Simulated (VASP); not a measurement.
Runs of VASP 6.6.1 on CoSn. The structure is hexagonal, space group P6/mmm (No. 191). Conventional cell: a = 5.246 Å, b = 5.246 Å, c = 4.188 Å, α = 90.00°, β = 90.00°, γ = 120.00°. Around Co (site symmetry mmm) lie 6 Sn at 2.58 to 2.62 Å and 4 Co at 2.62 Å. Sn (site symmetry -6m2) has 6 Co at 2.58 Å as nearest neighbours. Sn (site symmetry 6/mmm) has 6 Co at 2.62 Å as nearest neighbours. The cell is a database's computed one.

```tsv
level	potentials or basis	gap on the mesh (eV)	pressure (GPa)	relaxed volume (Å³/atom)
r2SCAN	VASP PAW PBE potentials, release 64 (Co, Sn_d)	none	0.0	16.63
PBE+D3(BJ)	VASP PAW PBE potentials, release 64 (Co, Sn_d)	none	0.0	16.59
LDA	VASP PAW LDA potentials, release 64 (Co, Sn_d)	none	0.0	(b)
PBE	VASP PAW PBE potentials, release 64 (Co, Sn_d)	none	0.0	(a)
PBEsol	VASP PAW PBE potentials, release 64 (Co, Sn_d)	none	0.0	16.39
```

Alike in all rows: task relaxation of cell and atoms; no spin polarisation; cell relaxed; k mesh 9 × 9 × 9; cutoff (eV) 600; smearing methfessel-paxton 0.1 eV.

Question: Estimate the missing entries.

Answer: (a) 17.12; (b) 15.95.

Caveats: the PAW data sets were made with another functional, which shifts forces and pressure a little (some runs); pairwise dispersion overbinds metals, which lowers pressure and volume (some runs).

A k mesh can miss the band edges, and the runs leave out spin-orbit coupling on Sn.

A gap of «none» marks a metal or a gap under the smearing width.

Not every run made on this cell is shown here.
